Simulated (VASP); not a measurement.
```yaml
crystal:
  lattice:
    - [4.62328, 0.00000, 0.00000]
    - [0.00000, 4.62328, 0.00000]
    - [0.00000, 0.00000, 2.96749]
  atoms:
    - { symbol: Ti, position: [0.00000, 0.00000, 0.00000] }
    - { symbol: Ti, position: [0.50000, 0.50000, 0.50000] }
    - { symbol: O, position: [0.30421, 0.30421, 0.00000] }
    - { symbol: O, position: [0.80421, 0.19579, 0.50000] }
    - { symbol: O, position: [0.19579, 0.80421, 0.50000] }
    - { symbol: O, position: [0.69579, 0.69579, 0.00000] }
```

Level of theory: optB88-vdW, VASP's PBE PAW potentials (set 64) (plane waves; VASP). Run with 520 eV cut-off, Gaussian smearing of 0.050 eV, potentials Ti_sv O.

### Question
Give the energies of bands 14 to 27 at the high-symmetry points, in eV from the valence-band maximum.

### Answer

```
band      Γ      X      M      Z      R      A
----  -----  -----  -----  -----  -----  -----
14    -5.23  -4.80  -5.40  -4.40  -4.93  -4.62
15    -4.82  -3.67  -3.80  -3.62  -3.93  -4.47
16    -3.73  -3.67  -3.80  -3.62  -3.93  -4.47
17    -3.73  -3.18  -2.79  -3.55  -3.22  -3.47
18    -2.52  -3.18  -2.79  -3.55  -3.22  -3.47
19    -2.52  -3.01  -2.15  -2.75  -2.35  -2.72
20    -1.95  -3.01  -2.15  -2.75  -2.35  -2.72
21    -0.70  -1.62  -1.29  -2.31  -2.00  -1.26
22    -0.46  -1.62  -1.29  -2.31  -2.00  -1.26
23    -0.46  -0.72  -1.08  -1.41  -1.02  -0.67
24     0.00  -0.72  -1.08  -1.41  -1.02  -0.67
25     1.79   2.44   1.83   2.86   1.85   2.51
26     2.08   2.44   1.83   2.86   1.85   2.51
27     2.33   2.92   2.43   3.08   3.10   3.11
```

The gap is direct, 1.79 eV, from the valence maximum at Γ to the conduction minimum at Γ.

The compound is TiO2 in the rutile structure. It was relaxed first.
